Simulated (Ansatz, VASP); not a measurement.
# Hf9Si5O28 (amorphous 64HfO2-36SiO2 (mol %)): VASP beside Ansatz

One calculation is typed for both programs; each brings its own data sets. How far apart do they land? The structure shown is the start of the Ansatz relaxation below; VASP solves that cell, so the two are compared at the walk's first step.

Method: plane waves, with VASP 6.6.1 beside it; single point at PBE, in Ansatz 0.2.0.

### 1. The starting structure

The cell holds 84 atoms: 18 Hf, 10 Si and 56 O. Its edges and angles: a = 10.608 Å, b = 10.608 Å, c = 10.608 Å, α = 90.0°, β = 90.0°, γ = 90.0°. As first built, before any earlier steps moved the atoms (in the runner's words): 84 atoms (18 Zr, 10 Si, 56 O) placed at random at 3.92 g/cm^3, melted at 5000 K for 10 ps at fixed volume with the Morse and Coulomb pair potential with partial charges (Pedone, Malavasi, Menziani, Cormack and Segre, J. Phys. Chem. B 110, 11780 (2006)). Quenched from 5000 K to 300 K at 50 K/ps and fixed volume, held 5 ps, then minimised at fixed cell. Then Zr was replaced by Hf (the potential has no terms for the new elements, so the cell is a start for a DFT relaxation).

### 2. Ansatz: relaxation, PBE

Ansatz runs on its default PAW (the set named soft_2) files.

The two programs are compared at the cell with which this relaxation starts, whose forces are those of its first step.

input.yaml reads:

```yaml
crystal:
  lattice:
    - [10.6079, 0.0, 0.0]
    - [0.0, 10.6079, 0.0]
    - [0.0, 0.0, 10.6079]
  atoms:
    - { symbol: Hf, position: [0.13508, 0.34558, 0.09308] }
    - { symbol: Hf, position: [0.88376, 0.19179, 0.62562] }
    - { symbol: Hf, position: [0.37546, 0.15354, 0.58834] }
    - { symbol: Hf, position: [0.05876, 0.63622, 0.27765] }
    - { symbol: Hf, position: [0.24356, 0.03539, 0.12752] }
    - { symbol: Hf, position: [0.63639, 0.1486, 0.85931] }
    - { symbol: Hf, position: [0.81117, 0.86031, 0.26496] }
    - { symbol: Hf, position: [0.10593, 0.64248, 0.78039] }
    - { symbol: Hf, position: [0.81734, 0.67646, 0.02934] }
    - { symbol: Hf, position: [0.38931, 0.32772, 0.30547] }
    - { symbol: Hf, position: [0.55144, 0.63503, 0.77915] }
    - { symbol: Hf, position: [0.8303, 0.47075, 0.27462] }
    - { symbol: Hf, position: [0.68325, 0.15491, 0.15174] }
    - { symbol: Hf, position: [0.31921, 0.62022, 0.50534] }
    - { symbol: Hf, position: [0.50344, 0.86314, 0.05033] }
    - { symbol: Hf, position: [0.78589, 0.83916, 0.71803] }
    - { symbol: Hf, position: [0.12566, 0.37402, 0.50387] }
    - { symbol: Hf, position: [0.05079, 0.93504, 0.70203] }
    - { symbol: Si, position: [0.93927, 0.18101, 0.30785] }
    - { symbol: Si, position: [0.5933, 0.43882, 0.05407] }
    - { symbol: Si, position: [0.50729, 0.0262, 0.31726] }
    - { symbol: Si, position: [0.93548, 0.98446, 0.99993] }
    - { symbol: Si, position: [0.11989, 0.26421, 0.76593] }
    - { symbol: Si, position: [0.64532, 0.66465, 0.47166] }
    - { symbol: Si, position: [0.27311, 0.62708, 0.06347] }
    - { symbol: Si, position: [0.33752, 0.89352, 0.82194] }
    - { symbol: Si, position: [0.12704, 0.87578, 0.39554] }
    - { symbol: Si, position: [0.59211, 0.33595, 0.6011] }
    - { symbol: O, position: [0.32765, 0.9527, 0.96952] }
    - { symbol: O, position: [0.1394, 0.93025, 0.53117] }
    - { symbol: O, position: [0.90077, 0.86052, 0.08315] }
    - { symbol: O, position: [0.17113, 0.96588, 0.2902] }
    - { symbol: O, position: [0.58408, 0.46518, 0.67127] }
    - { symbol: O, position: [0.23608, 0.60104, 0.91957] }
    - { symbol: O, position: [0.27117, 0.46491, 0.39695] }
    - { symbol: O, position: [0.86845, 0.66049, 0.224] }
    - { symbol: O, position: [0.34677, 0.009, 0.72457] }
    - { symbol: O, position: [0.53086, 0.22182, 0.70511] }
    - { symbol: O, position: [0.66441, 0.70818, 0.62407] }
    - { symbol: O, position: [0.07615, 0.03005, 0.0251] }
    - { symbol: O, position: [0.04256, 0.22498, 0.2144] }
    - { symbol: O, position: [0.57788, 0.04463, 0.01716] }
    - { symbol: O, position: [0.51923, 0.17735, 0.26853] }
    - { symbol: O, position: [0.46313, 0.80979, 0.85738] }
    - { symbol: O, position: [0.16534, 0.54761, 0.61412] }
    - { symbol: O, position: [0.72122, 0.27643, 0.55712] }
    - { symbol: O, position: [0.80217, 0.21842, 0.79617] }
    - { symbol: O, position: [0.00217, 0.47196, 0.16172] }
    - { symbol: O, position: [0.82842, 0.08593, 0.03794] }
    - { symbol: O, position: [0.01945, 0.33716, 0.66976] }
    - { symbol: O, position: [0.19908, 0.72966, 0.3972] }
    - { symbol: O, position: [0.67167, 0.78776, 0.11517] }
    - { symbol: O, position: [0.54463, 0.51722, 0.93897] }
    - { symbol: O, position: [0.88006, 0.99371, 0.61518] }
    - { symbol: O, position: [0.80773, 0.27251, 0.25908] }
    - { symbol: O, position: [0.99898, 0.4887, 0.39679] }
    - { symbol: O, position: [0.49808, 0.6508, 0.44236] }
    - { symbol: O, position: [0.39682, 0.70492, 0.08678] }
    - { symbol: O, position: [0.70952, 0.78249, 0.40774] }
    - { symbol: O, position: [0.38667, 0.6618, 0.67766] }
    - { symbol: O, position: [0.6495, 0.99382, 0.26939] }
    - { symbol: O, position: [0.24382, 0.27577, 0.67747] }
    - { symbol: O, position: [0.96585, 0.62333, 0.91491] }
    - { symbol: O, position: [0.9698, 0.75601, 0.68424] }
    - { symbol: O, position: [0.25835, 0.22872, 0.43669] }
    - { symbol: O, position: [0.12975, 0.30452, 0.90526] }
    - { symbol: O, position: [0.66417, 0.9804, 0.76932] }
    - { symbol: O, position: [0.19589, 0.8307, 0.78978] }
    - { symbol: O, position: [0.73027, 0.50086, 0.09819] }
    - { symbol: O, position: [0.92249, 0.93011, 0.85596] }
    - { symbol: O, position: [0.16046, 0.70769, 0.13122] }
    - { symbol: O, position: [0.99262, 0.81477, 0.35554] }
    - { symbol: O, position: [0.25774, 0.4906, 0.13322] }
    - { symbol: O, position: [0.45788, 0.03424, 0.45412] }
    - { symbol: O, position: [0.06515, 0.12514, 0.73411] }
    - { symbol: O, position: [0.2855, 0.22712, 0.15328] }
    - { symbol: O, position: [0.62773, 0.28784, 0.01096] }
    - { symbol: O, position: [0.71869, 0.71661, 0.8634] }
    - { symbol: O, position: [0.41845, 0.96259, 0.20929] }
    - { symbol: O, position: [0.7152, 0.53882, 0.41693] }
    - { symbol: O, position: [0.51595, 0.41855, 0.18163] }
    - { symbol: O, position: [0.88795, 0.04515, 0.2943] }
    - { symbol: O, position: [0.97736, 0.22456, 0.4503] }
    - { symbol: O, position: [0.48222, 0.31724, 0.49389] }
kpoints:
  mp_grid: { grid: [1, 1, 1] }
hamiltonian:
  xc: pbe
scf:
  occupations: { method: gaussian, width: 0.025 }
output:
  forces: true
relax:
  f_tol: 0.05
  max_steps: 150
  cell: {}
```

Launch:

```console
> ansatz run input.yaml --threads 4 --pin off --max-ram 8192MiB --backend cpu --events-out ev --progress --plain --runs-dir out
```

Numbers of over 12 decimals in the logs are rounded to 6 here.

Log:

```text
Engine: ansatz 0.2.0, aarch64-unknown-linux-gnu
Pseudopotentials: kind: paw
Pseudopotential: Hf, paw, valence charge 26, recommended cutoff 420 eV (normal), Hf.paw.azcp
Pseudopotential: Si, paw, valence charge 4, recommended cutoff 420 eV (normal), Si.paw.azcp
Pseudopotential: O, paw, valence charge 6, recommended cutoff 420 eV (normal), O.paw.azcp
Functional definition: PBE
  parameter kappa = 0.804
  parameter beta = 0.066725
  exchange = pbe_x(kappa = kappa, mu = beta*pi^2/3)
  correlation = pbe_c(beta = beta)
Crystal: 84 atoms, lattice volume = 1193.681 Å³
Basis set: ecut = 420 eV, 23439 PW (Γ), exchange–correlation on 144×144×144 points (8 copies of the dense FFT grid, shifted against one another)
Bands: 507, of which v1, the nominal top of the filled ones, is band 422 counted from 1 (421 counted from 0)
Symmetry: 1 space group operations
Space group: P1 (ITA 1), of the structure as read, at distance tolerance 1.1e-4 Å
k-points: 1
Non-local potential: Hf, projectors of the file, l = 0: 3, l = 1: 2, l = 2: 2, l = 3: 3
Non-local potential: Si, projectors of the file, l = 0: 2, l = 1: 2, l = 2: 2
Non-local potential: O, projectors of the file, l = 0: 2, l = 1: 2, l = 2: 1
PAW form: soft (Blöchl's): semilocal exchange-correlation on the pseudo side does not see the compensation charge
PAW one-centre angular grid: Hf, 590 points (default); XC on 64 Gauss nodes
PAW one-centre angular grid: Si, 110 points (default); XC on 64 Gauss nodes
PAW one-centre angular grid: O, 110 points (default); XC on 64 Gauss nodes
Initial density: superposition of atomic densities (neutral atoms: chi_scale 0, normalization atom), corrected by the library's trained network
Initial wavefunctions: pseudopotential atomic-orbital guess
Functional: x = pbe(κ = 0.804, μ = 0.219515), c = pbe(β = 0.066725)
SCF iter   1: F=—  HF=-321234.344584 eV  |F-HF|=—  |Δ(HF+E_count)|=         —  Δρ=4.00e-3  dr2=1.87e-1  ethr=1.77e-3  ⟨swp⟩=6.0  Hψ=1850  notcnv=0  defer=59
preconditioner: auto → Resta (q_TF=auto, 2.575 Å⁻¹)  ε∞=4.3  [insulator: Δε(μ)=3.416 eV  Ē_g=16.822 eV  σ=0.025 eV  W_gap=1.00  n_scr=340 (ndim 8)  ℏωp=30.6 eV  f_vac=0.189  D(μ)=0.00/eV (n_scr^D=0)  ε∞_Penn≈4.3]
SCF iter   2: F=—  HF=-321234.328511 eV  |F-HF|=—  |Δ(HF+E_count)|=   1.61e-2  Δρ=1.95e-3  dr2=3.17e-2  ethr=2.22e-5  ⟨swp⟩=2.0  Hψ=896  notcnv=0  defer=79
SCF iter   3: F=—  HF=-321234.330144 eV  |F-HF|=—  |Δ(HF+E_count)|=   1.63e-3  Δρ=8.74e-4  dr2=1.00e-2  ethr=3.76e-6  ⟨swp⟩=2.0  Hψ=740  notcnv=0  defer=79
SCF iter   4: F=—  HF=-321234.331701 eV  |F-HF|=—  |Δ(HF+E_count)|=   1.56e-3  Δρ=2.60e-4  dr2=1.04e-3  ethr=1.19e-6  ⟨swp⟩=2.0  Hψ=847  notcnv=0  defer=79
SCF iter   5: F=—  HF=-321234.331838 eV  |F-HF|=—  |Δ(HF+E_count)|=   1.37e-4  Δρ=1.64e-4  dr2=3.47e-4  ethr=1.24e-7  ⟨swp⟩=2.0  Hψ=848  notcnv=0  defer=79
SCF iter   6: F=—  HF=-321234.331951 eV  |F-HF|=—  |Δ(HF+E_count)|=   1.13e-4  Δρ=5.05e-5  dr2=4.21e-5  ethr=4.12e-8  ⟨swp⟩=2.0  Hψ=848  notcnv=0  defer=79
SCF iter   7: F=—  HF=-321234.334572 eV  |F-HF|=—  |Δ(HF+E_count)|=   2.62e-3  Δρ=3.45e-5  dr2=1.54e-5  ethr=4.99e-9  ⟨swp⟩=2.0  Hψ=908  notcnv=0  defer=79
SCF iter   8: F=—  HF=-321234.334575 eV  |F-HF|=—  |Δ(HF+E_count)|=   2.49e-6  Δρ=1.34e-5  dr2=2.71e-6  ethr=1.83e-9  ⟨swp⟩=2.0  Hψ=772  notcnv=0  defer=79
SCF iter   9: F=—  HF=-321234.334576 eV  |F-HF|=—  |Δ(HF+E_count)|=   1.11e-6  Δρ=6.04e-6  dr2=4.97e-7  ethr=3.21e-10  ⟨swp⟩=2.0  Hψ=729  notcnv=0  defer=79
SCF iter  10: F=—  HF=-321234.334576 eV  |F-HF|=—  |Δ(HF+E_count)|=   1.05e-7  Δρ=3.01e-6  dr2=1.27e-7  ethr=1.18e-11  ⟨swp⟩=4.0  Hψ=1699  notcnv=0
SCF iter  11: F=-321234.334576 eV  HF=-321234.334576 eV  |F-HF|=3.14e-9  |Δ(HF+E_count)|=   4.59e-8  Δρ=1.59e-6  dr2=3.61e-8  ethr=1.18e-11  ⟨swp⟩=4.0  Hψ=1478  notcnv=0
SCF 1 converged in 11 iterations: F = -321234.334576 eV  dr2 = 3.61e-8
  greatest PAW one-centre occupation: 0.999 electrons in one spin orbital (limit 2), on the Hf atom at site 17 (counted from 0), in its partial waves of l = 0
relax step   1: F+E_penalty+E_count = -321234.33457610 eV  Δ(F+E_penalty+E_count) = +0.000e0 eV  max|allowed force component| = 2.941e0 eV/Å  Δτ_max = 0.0000 Å  P = -3.308 GPa  Ω = 1193.681 Å³  (11 SCF iters, dr2 threshold 1.00e-7 eV, accepted)
Crystal: 84 atoms, lattice volume = 1127.116 Å³
Basis set: ecut = 420 eV, 22039 PW (Γ), exchange–correlation on 144×144×144 points (8 copies of the dense FFT grid, shifted against one another)
Initial density: handed on by an earlier stage of this run
Initial wavefunctions: those handed on with the density
iter 1 solved again at ethr=5.02e-4 eV; its pass at ethr=3.10e-3 eV (dr2=4.23e0 eV) is discarded
SCF iter   1: F=—  HF=-321238.608905 eV  |F-HF|=—  |Δ(HF+E_count)|=         —  Δρ=2.13e-2  dr2=4.25e0  ethr=5.02e-4  ⟨swp⟩=6.0  Hψ=2182  notcnv=0
[...]
atom  62  O     -0.00164861    -0.00246822    -0.00064811
  atom  63  O     -0.00443328    -0.00184849    -0.00201088
  atom  64  O     -0.00842562     0.01221235     0.00273876
  atom  65  O      0.00093978    -0.00588836     0.00270820
  atom  66  O     -0.00749006    -0.00057536     0.00521606
  atom  67  O     -0.00022530    -0.00027470     0.00355355
  atom  68  O      0.00001626     0.00529809    -0.00219722
  atom  69  O      0.00481448     0.00031303    -0.00644147
  atom  70  O      0.00576873     0.00712793     0.00294673
  atom  71  O      0.00361759    -0.00288118     0.00237650
  atom  72  O     -0.01634010     0.00266184     0.00161836
  atom  73  O     -0.00038309    -0.01251290     0.00256451
  atom  74  O     -0.00155671    -0.00176210    -0.00391696
  atom  75  O     -0.00066693    -0.00023747    -0.00403359
  atom  76  O     -0.00799060    -0.01669438     0.00132166
  atom  77  O      0.00512203    -0.00426076     0.00282207
  atom  78  O      0.01507217     0.01173112     0.00027415
  atom  79  O     -0.01258056     0.00574889     0.00539708
  atom  80  O      0.00432034    -0.01031556    -0.00296405
  atom  81  O     -0.00022321    -0.00999722     0.00257182
  atom  82  O      0.00524019     0.00077412     0.00132633
  atom  83  O     -0.00749783    -0.01308996    -0.00194106
  atom  84  O      0.00099951    -0.00634138    -0.00488061
  max |Σ_I F_I| component: 3.30e-5 eV/Å
--- Stress (GPa, compression-positive) ---
       -0.028993       0.023667      -0.001825
        0.023668       0.001064      -0.006959
       -0.001825      -0.006959      -0.039412
  P = ⅓ Tr σ = -0.0224 GPa (-0.224 kbar)
--- Relaxed structure (21 steps of the walk, 20 accepted, 2 SCFs on fresh bases) ---
  F+E_penalty+E_count = -321239.63071947 eV   max|allowed force component| = 2.807e-2 eV/Å   (the final SCF, on the basis selected at the relaxed cell)
  cell:  # Å, volume = 1124.1618 Å³
    - [10.395489, 0.202651, -0.115684]
    - [0.202651, 10.447274, -0.121172]
    - [-0.115684, -0.121172, 10.357523]
  atoms:
    - { symbol: Hf, position: [0.135576, 0.348492, 0.091518] }
    - { symbol: Hf, position: [0.846343, 0.192466, 0.620992] }
    - { symbol: Hf, position: [0.330096, 0.120359, 0.569119] }
    - { symbol: Hf, position: [0.076935, 0.628457, 0.311331] }
    - { symbol: Hf, position: [0.229315, 0.045687, 0.139023] }
    - { symbol: Hf, position: [0.579334, 0.100802, 0.803772] }
    - { symbol: Hf, position: [0.820071, 0.860182, 0.277051] }
    - { symbol: Hf, position: [0.122770, 0.644161, 0.780436] }
    - { symbol: Hf, position: [0.840124, 0.672833, 0.020247] }
    - { symbol: Hf, position: [0.389732, 0.354612, 0.281706] }
    - { symbol: Hf, position: [0.556432, 0.618212, 0.784312] }
    - { symbol: Hf, position: [0.832307, 0.472392, 0.280453] }
    - { symbol: Hf, position: [0.684050, 0.151602, 0.125109] }
    - { symbol: Hf, position: [0.351019, 0.596837, 0.507972] }
    - { symbol: Hf, position: [0.510406, 0.852048, 0.067224] }
    - { symbol: Hf, position: [0.785385, 0.822967, 0.700484] }
    - { symbol: Hf, position: [0.119422, 0.371804, 0.505646] }
    - { symbol: Hf, position: [0.043587, 0.944901, 0.700738] }
    - { symbol: Si, position: [0.945551, 0.177298, 0.297752] }
    - { symbol: Si, position: [0.604509, 0.446467, 0.061746] }
    - { symbol: Si, position: [0.513190, 0.046438, 0.315314] }
    - { symbol: Si, position: [0.937911, 0.971678, 0.997668] }
    - { symbol: Si, position: [0.081402, 0.268980, 0.763648] }
    - { symbol: Si, position: [0.648678, 0.676751, 0.467703] }
    - { symbol: Si, position: [0.282940, 0.622300, 0.077459] }
    - { symbol: Si, position: [0.339961, 0.898481, 0.840312] }
    - { symbol: Si, position: [0.147755, 0.878037, 0.415619] }
    - { symbol: Si, position: [0.564391, 0.342038, 0.585620] }
    - { symbol: O, position: [0.325201, 0.953214, 0.988540] }
    - { symbol: O, position: [0.169519, 0.972957, 0.546401] }
    - { symbol: O, position: [0.916365, 0.846471, 0.087605] }
    - { symbol: O, position: [0.189118, 0.962235, 0.298224] }
    - { symbol: O, position: [0.591252, 0.446730, 0.698348] }
    - { symbol: O, position: [0.248984, 0.612519, 0.924039] }
    - { symbol: O, position: [0.233143, 0.484368, 0.374413] }
    - { symbol: O, position: [0.884364, 0.662025, 0.237505] }
    - { symbol: O, position: [0.374778, 0.019768, 0.748989] }
    - { symbol: O, position: [0.484260, 0.220855, 0.651878] }
    - { symbol: O, position: [0.669744, 0.679890, 0.627531] }
    - { symbol: O, position: [0.084935, 0.014499, 0.012463] }
    - { symbol: O, position: [0.064983, 0.200497, 0.199853] }
    - { symbol: O, position: [0.581092, 0.039077, -0.00798157] }
    - { symbol: O, position: [0.521059, 0.197931, 0.274578] }
    - { symbol: O, position: [0.468119, 0.803156, 0.868850] }
    - { symbol: O, position: [0.170184, 0.523521, 0.627155] }
    - { symbol: O, position: [0.695538, 0.274793, 0.524575] }
    - { symbol: O, position: [0.736379, 0.188660, 0.771416] }
    - { symbol: O, position: [0.014356, 0.467949, 0.173880] }
    - { symbol: O, position: [0.838561, 0.088344, 0.037447] }
    - { symbol: O, position: [-0.026282, 0.344914, 0.670469] }
    - { symbol: O, position: [0.222878, 0.736710, 0.436599] }
    - { symbol: O, position: [0.684308, 0.787169, 0.128102] }
[...]
- { symbol: O, position: [0.623653, 0.295818, 0.015707] }
    - { symbol: O, position: [0.728071, 0.715123, 0.861193] }
    - { symbol: O, position: [0.422792, 0.972743, 0.206953] }
    - { symbol: O, position: [0.709929, 0.545960, 0.403892] }
    - { symbol: O, position: [0.535289, 0.443175, 0.201738] }
    - { symbol: O, position: [0.902817, 0.032105, 0.295495] }
    - { symbol: O, position: [0.982444, 0.223990, 0.447189] }
    - { symbol: O, position: [0.463101, 0.412491, 0.476988] }
```

(Continued in part 2 of 2.)

[Lines on the potential files, build, host, timing and source positions are cut from VASP's logs without a mark.]

[Logs are printed without paths, hosts, clocks, repeated set-up lines and the standing remarks that a program may print on its own settings, such as how far it seeks lower states.]

[Hosts, paths, dates, database ids (printed as entryN), source tags and the programs' standing remarks are cut or masked in the printed files.]
